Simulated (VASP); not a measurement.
Consider the following.

```
CsPbBr3
1.0
    6.00518     0.00000     0.00000
    0.00000     6.00518     0.00000
    0.00000     0.00000     6.00518
Cs Pb Br
1 1 3
Cartesian
  0.00000   0.00000   0.00000
  3.00259   3.00259   3.00259
  3.00259   0.00000   3.00259
  0.00000   3.00259   3.00259
  3.00259   3.00259   0.00000
```

These are PBE GGA, VASP's PBE PAW potentials (set 64) (plane waves; VASP) values and carry that method's errors. Settings: 400 eV cut-off, 4×4×4 Γ-centred mesh, tetrahedra with Blöchl corrections, potentials Cs_sv Pb_d Br.

The cores are frozen, which limits the accuracy of field gradients.

Question: Give the principal components of the electric field gradient (V/Å²) and the asymmetry η at each nucleus.

Answer: 
```tsv
atom	Vxx	Vyy	Vzz	η
Cs1	0.0	0.0	0.0	-
Pb2	0.0	0.0	0.0	-
Br3	-98.7	-98.7	197.4	0.00
Br4	-98.7	-98.7	197.4	0.00
Br5	-98.7	-98.7	197.4	0.00
```

The compound is CsPbBr3 in the cubic perovskite structure, the ideal cubic form; the compound distorts at low or room temperature. It was relaxed first, which changed the volume by +7 %.
